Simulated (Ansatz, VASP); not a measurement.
# Rb3Ba in VASP and in Ansatz

```xyz
4
Lattice="0.0000 5.5144 5.5144 5.5144 0.0000 5.5144 5.5144 5.5144 0.0000" Properties=species:S:1:pos:R:3 pbc="T T T"
Ba    0.0000    0.0000    0.0000
Rb    5.5144    5.5144    5.5144
Rb    8.2716    8.2716    8.2716
Rb    2.7572    2.7572    2.7572
```

The cell comes from a database or a generator and needn't be the stable form of this composition.

Alike in both runs: task single point; functional PBE; k mesh 4 × 4 × 4; occupations fermi-dirac, width 0.05 eV; no spin polarisation.

```csv
,VASP,Ansatz
version,VASP 6.6.1,Ansatz 0.2.0
potentials or method,"VASP PAW PBE potentials, release 64 (Ba_sv, Rb_sv)",Ansatz PAW
plane-wave cutoff (eV),520,420
valence electrons in the cell,37,37
```

|  | VASP | Ansatz | Ansatz less VASP |
| --- | --- | --- | --- |
| gap on the k mesh at the Fermi level (eV) | none | none | - |
| pressure (GPa) | 0.0 | 0.0 | 0.00 |

A gap of «none» marks a metal or a gap that the smearing closes.

The runs have no spin-orbit coupling, so splittings on Ba are missing.
